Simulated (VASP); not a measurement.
Method: MS2 meta-GGA, VASP's PBE PAW potentials (set 64) (plane waves; VASP).

VASP input:

### INCAR
```
SYSTEM = Os
PREC = Accurate
ENCUT = 520
EDIFF = 1E-7
NELM = 100
ALGO = Normal
LREAL = .FALSE.
LASPH = .TRUE.
ISMEAR = 1
SIGMA = 0.1
METAGGA = MS2
LMIXTAU = .TRUE.
LMAXMIX = 6
LWAVE = .FALSE.
LCHARG = .FALSE.
ISIF = 4
IBRION = 2
NSW = 30
EDIFFG = -0.01
```

POSCAR:
```
Os
1
    1.3888491112    -2.4055568676     0.0000000000
    1.3888491112     2.4055568676     0.0000000000
    0.0000000000     0.0000000000     4.3815585945
Os
2
Direct
  0.3333330000   0.6666670000   0.2500000000
  0.6666670000   0.3333330000   0.7500000000
```

KPOINTS:
```
K-points
0
Gamma
  15 15 9
0 0 0
```

POTCAR, in this order: Os (PBE.64 set). Program: vasp_std.

Unless said otherwise, spin-orbit coupling is left out, though it shifts the bands of the heavy elements here.

Task: Predict the energy per atom (σ→0), pressure, band gap (on the k-mesh).

Result: 
```json
{
  "energy per atom (σ→0)": "6.136 eV/atom",
  "band gap (on the k-mesh)": "none (metal, semimetal or under 0.01 eV)",
  "pressure": "-23.07 GPa"
}
```

**OSZICAR**
```
...
DAV:  18     0.122728469624E+02    0.10758E-04   -0.14308E-05  3452   0.313E-02    0.223E-02
DAV:  19     0.122728476433E+02    0.68082E-06   -0.12461E-06  3652   0.958E-03    0.132E-02
DAV:  20     0.122728484754E+02    0.83211E-06   -0.22912E-08  1652   0.172E-03    0.105E-02
DAV:  21     0.122728482718E+02   -0.20357E-06   -0.35609E-08  1636   0.180E-03    0.740E-03
DAV:  22     0.122728485991E+02    0.32729E-06   -0.98300E-09  1632   0.873E-04    0.556E-03
DAV:  23     0.122728487519E+02    0.15279E-06   -0.93718E-09  1624   0.947E-04    0.330E-03
DAV:  24     0.122728488113E+02    0.59416E-07   -0.26816E-09  1632   0.531E-04
   1 F= 0.12272849E+02 E0= 0.12272389E+02  d E =0.122728E+02
```

The compound is Os in the hcp structure. This cell is one point of a volume scan, at 1.06 of the reference volume.
